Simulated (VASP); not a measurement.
Here is the system:

```
Na
1.0
   -2.06807     2.06807     2.06807
    2.06807    -2.06807     2.06807
    2.06807     2.06807    -2.06807
Na
1
Direct
  0.00000   0.00000   0.00000
```

The numbers are results of PBEsol GGA, VASP's PBE PAW potentials (set 64) (plane waves; VASP 6.6.1), not measurements. Settings: 480 eV cut-off, 12×12×12 Γ-centred mesh, first-order Methfessel-Paxton smearing of 0.10 eV, potentials Na_pv.

Each relaxation starts from this cell; other phases were not tried.

Task: The cell is relaxed at 5 GPa. What happens?

Result: The volume per atom goes from 35.38 to 25.87 Å³ (-26.9 %), and the cell becomes a = b = c = 3.726 Å, α = β = γ = 90.00°, space group Im-3m.

Task: The cell is relaxed at 30 GPa. What happens?

Result: The volume per atom goes from 35.38 to 16.01 Å³ (-54.8 %), and the cell becomes a = 3.1753 Å, b = 3.1753 Å, c = 3.1753 Å, α = 90.00°, β = 90.00°, γ = 90.00°, space group Im-3m.

Failed runs are left out, and for metals the shear rows, which the mesh's noise covers.

The compound is Na in the bcc structure.
